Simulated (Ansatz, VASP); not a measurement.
**One calculation of SrB3Pt, two programs**

```
Sr B Pt
1.0
     4.54056    0.00000    0.00000
     0.00000    4.54056    0.00000
     0.00000    0.00000    4.54056
Sr B Pt
1 3 1
Direct
  0.00000 0.00000 0.00000
  0.50000 0.00000 0.00000
  0.00000 0.50000 0.00000
  0.00000 0.00000 0.50000
  0.50000 0.50000 0.50000
```

The cell was built by a generator and needn't be a form met in nature.

Alike in both runs: task relaxation of cell and atoms; functional PBE; k mesh 5 × 5 × 5; occupations fermi-dirac, width 0.05 eV; no spin polarisation; Hubbard terms Pt d U = 8 eV.

|  | VASP | Ansatz |
| --- | --- | --- |
| version | VASP 6.6.1 | Ansatz 0.2.0 |
| potentials or method | VASP PAW PBE potentials, release 64 (Sr_sv, B, Pt) | Ansatz PAW |
| plane-wave cutoff (eV) | 600 | 420 |
| valence electrons in the cell | 29 | 37 |

|  | VASP | Ansatz | Ansatz less VASP |
| --- | --- | --- | --- |
| gap on the k mesh at the Fermi level, each at its own relaxed structure (eV) | none | none | - |
| relaxed volume (Å³/atom) | 22.79 | 23.92 | +1.131 |
| relaxed cell length with the largest relative difference (Å) | 4.848 | 4.927 | +0.0789 |
| energy change over the relaxation (meV/atom) | -38 | -71 | -33.3 |

The programs project onto different local orbitals, so the same U acts differently. A gap of «none» marks a metal or a gap that the smearing closes. The two sets of potentials don't hold the same shells in valence.

Caveats: the volume moved by over 15 % at a fixed basis, so the end points are rough; U without spin polarisation on a metal has little footing; the U is typed as a test and isn't derived for this compound; the plane-wave basis is chosen anew once the cell has moved, so the energies of steps on either side of that aren't comparable (Ansatz). Spin-orbit coupling is left out, which matters for the levels of Pt.
